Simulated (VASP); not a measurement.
All values below come from PBEsol GGA, VASP's PBE PAW potentials (set 64) (plane waves; VASP).

The input files of a VASP run:

**INCAR**
```
ALGO  =  Normal
EDIFF  =  1E-7
ENCUT  =  400
GGA  =  PS
ICHARG  =  11
ISMEAR  =  0
LASPH  =  .TRUE.
LCHARG  =  .FALSE.
LMAXMIX  =  4
LORBIT  =  11
LREAL  =  .FALSE.
LWAVE  =  .FALSE.
NELM  =  100
PREC  =  Accurate
SIGMA  =  0.05
SYSTEM  =  Al3InSb4
```

File KPOINTS:
```
k-points along high-symmetry lines
8
Line-mode
Reciprocal
  0.000000   0.000000   0.000000 ! GAMMA
 -0.500000  -0.500000   0.000000 ! Y

 -0.500000  -0.500000   0.000000 ! Y
 -0.625000  -0.375000   0.000000 ! C_0

 -0.375000   0.375000   0.000000 ! SIGMA_0
  0.000000   0.000000   0.000000 ! GAMMA

  0.000000   0.000000   0.000000 ! GAMMA
  0.500000   0.500000   0.500000 ! Z

  0.500000   0.500000   0.500000 ! Z
  0.125000   0.875000   0.500000 ! A_0

 -0.125000   0.125000   0.500000 ! E_0
  0.000000   0.000000   0.500000 ! T

  0.000000   0.000000   0.500000 ! T
 -0.500000  -0.500000   0.000000 ! Y

  0.000000   0.000000   0.000000 ! GAMMA
 -0.500000   0.000000   0.000000 ! S

 -0.500000   0.000000   0.000000 ! S
  0.000000   0.500000   0.500000 ! R

  0.000000   0.500000   0.500000 ! R
  0.500000   0.500000   0.500000 ! Z

  0.500000   0.500000   0.500000 ! Z
  0.000000   0.000000   0.500000 ! T
```

### POSCAR
```
Al3InSb4
8.8417350
  0.0000287449   0.7073712654   0.7068421294
  0.7073712654   0.0000287449   0.7068421294
  0.3537000051   0.3537000051   0.0000000000
In Sb Al
1 4 3
Cartesian
  0.7074000102   0.7074000102   1.4127007520
  0.1768500026   0.1768500026   0.1884630383
  0.5247864289   0.1826135814   0.5243855114
  0.1826135814   0.5247864289   0.5243855114
  0.5305500077   0.5305500077   0.8834443299
  0.7080707918   1.0604292339   1.0604254682
  1.0604292339   0.7080707918   1.0604254682
  0.7074000103   0.7074000103   0.7073490855
```

POTCAR, in this order: In_d Sb Al (PBE.64 set). Program: vasp_std. Read from the step before: CHGCAR.

The run wrote:

**OUTCAR**
```
 ion  position               nearest neighbor table
   1  0.999  0.999  0.001-   2 2.77   2 2.77   4 2.79   3 2.79
   2  0.133  0.133  0.233-   6 2.66   7 2.66   1 2.77   1 2.77
   3  0.129  0.613  0.258-   6 2.68   6 2.68   8 2.68   1 2.79
   4  0.613  0.129  0.258-   7 2.68   7 2.68   8 2.68   1 2.79
   5  0.625  0.625  0.250-   6 2.70   7 2.70   8 2.70   8 2.70
   6  0.999  0.501  1.000-   2 2.66   3 2.68   3 2.68   5 2.70
   7  0.501  0.999  1.000-   2 2.66   4 2.68   4 2.68   5 2.70
   8  0.500  0.500  0.999-   3 2.68   4 2.68   5 2.70   5 2.70
  LATTYP: Found a base centered orthorhombic cell.
 ALAT       =     8.8446827092
 B/A-ratio  =     1.4132131137
 C/A-ratio  =     0.5000406378
 Subroutine PRICEL returns:
 Original cell was already a primitive cell.
 Subroutine GETGRP returns: Found  4 space group operations
The static configuration has the point symmetry C_2v.
The dynamic configuration has the point symmetry C_2v.
 Subroutine INISYM returns: Found  4 space group operations
   k-points           NKPTS =     88   k-points in BZ     NKDIM =     88   number of bands    NBANDS=     26
   number of dos      NEDOS =    301   number of ions     NIONS =      8
   total plane-waves  NPLWV = 108000
   dimension x,y,z NGX =    60 NGY =   60 NGZ =   30
   dimension x,y,z NGXF=   120 NGYF=  120 NGZF=   60
   ions per type =               1   4   3
   PREC   = accura    normal or accurate (medium, high low for compatibility)
   ISTART =      0    job   : 0-new  1-cont  2-samecut
   ICHARG =     11    charge: 1-file 2-atom 10-const
   ISPIN  =      1    spin polarized calculation?
   LNONCOLLINEAR =      F non collinear calculations
   LSORBIT =      F    spin-orbit coupling
   INIWAV =      1    electr: 0-lowe 1-rand  2-diag
   ENCUT  =  400.0 eV  29.40 Ry    5.42 a.u.  14.42 14.42  7.21*2*pi/ulx,y,z
   NELM   =    100;   NELMIN=  2; NELMDL= -5     # of ELM steps
   EDIFF  = 0.1E-06   stopping-criterion for ELM
   LREAL  =      F    real-space projection
   NLSPLINE    = F    spline interpolate recip. space projectors
   LMAXMIX     =    4 max onsite mixed and CHGCAR
   VOSKOWN=      0    Vosko Wilk Nusair interpolation
   EDIFFG = 0.1E-05   stopping-criterion for IOM
...
```

File OSZICAR:
```
       N       E                     dE             d eps       ncg     rms          rms(c)
DAV:   1     0.216911786390E+03    0.21691E+03   -0.13367E+04  4584   0.110E+03
DAV:   2    -0.115748393782E+02   -0.22849E+03   -0.22427E+03  5160   0.256E+02
DAV:   3    -0.320528800164E+02   -0.20478E+02   -0.19778E+02  5794   0.837E+01
DAV:   4    -0.326961710622E+02   -0.64329E+00   -0.63927E+00  5578   0.176E+01
DAV:   5    -0.327251700948E+02   -0.28999E-01   -0.28987E-01  7300   0.359E+00
DAV:   6    -0.327255154242E+02   -0.34533E-03   -0.34531E-03  5824   0.368E-01
DAV:   7    -0.327255327978E+02   -0.17374E-04   -0.17373E-04  7368   0.861E-02
DAV:   8    -0.327255330718E+02   -0.27405E-06   -0.27428E-06  5924   0.984E-03
DAV:   9    -0.327255330791E+02   -0.73296E-08   -0.73343E-08  4660   0.218E-03
   1 F= -.32725533E+02 E0= -.32725533E+02  d E =-.577836E-15
```

OUTCAR:
```
 val. band max:        4.7302729451   @ k =   0.0000   0.0000   0.0000

 cond. band min:       5.5386215059   @ k =   0.0000   0.0000   0.0000



 k-point     1 :       0.0000    0.0000    0.0000
  band No.  band energies     occupation
      1      -9.6538      2.00000
      2      -9.6291      2.00000
      3      -9.6046      2.00000
      4      -9.5421      2.00000
      5      -9.5354      2.00000
      6      -6.0220      2.00000
      7      -4.6883      2.00000
      8      -4.6319      2.00000
      9      -4.0584      2.00000
     10      -0.9948      2.00000
     11      -0.8083      2.00000
     12      -0.7121      2.00000
     13       2.4258      2.00000
     14       2.4423      2.00000
     15       3.5788      2.00000
     16       3.6933      2.00000
     17       3.7087      2.00000
     18       3.8098      2.00000
     19       4.6326      2.00000
     20       4.6525      2.00000
     21       4.7303      2.00000
     22       5.5386      0.00000
     23       5.6190      0.00000
     24       5.7901      0.00000
     25       5.9157      0.00000
     26       6.0161      0.00000

 k-point     2 :      -0.0714   -0.0714    0.0000
  band No.  band energies     occupation
      1      -9.6539      2.00000
      2      -9.6291      2.00000
      3      -9.6047      2.00000
      4      -9.5421      2.00000
      5      -9.5354      2.00000
      6      -6.0064      2.00000
      7      -4.6928      2.00000
      8      -4.6363      2.00000
      9      -4.1062      2.00000
     10      -0.9409      2.00000
     11      -0.7630      2.00000
     12      -0.6825      2.00000
     13       2.4425      2.00000
     14       2.4591      2.00000
     15       3.5754      2.00000
     16       3.5762      2.00000
     17       3.5795      2.00000
     18       3.8027      2.00000
     19       4.3867      2.00000
     20       4.6034      2.00000
     21       4.6764      2.00000
     22       5.6284      0.00000
     23       5.7897      0.00000
...
```

The density is held fixed in this step, so its total energy and stress have no physical meaning. Unless said otherwise, spin-orbit coupling is left out, though it shifts the bands of the heavy elements here.

The structure was generated: Al3InSb4 was put into an ordered model structure (Amm2), which need not be its known phase. It was relaxed first.
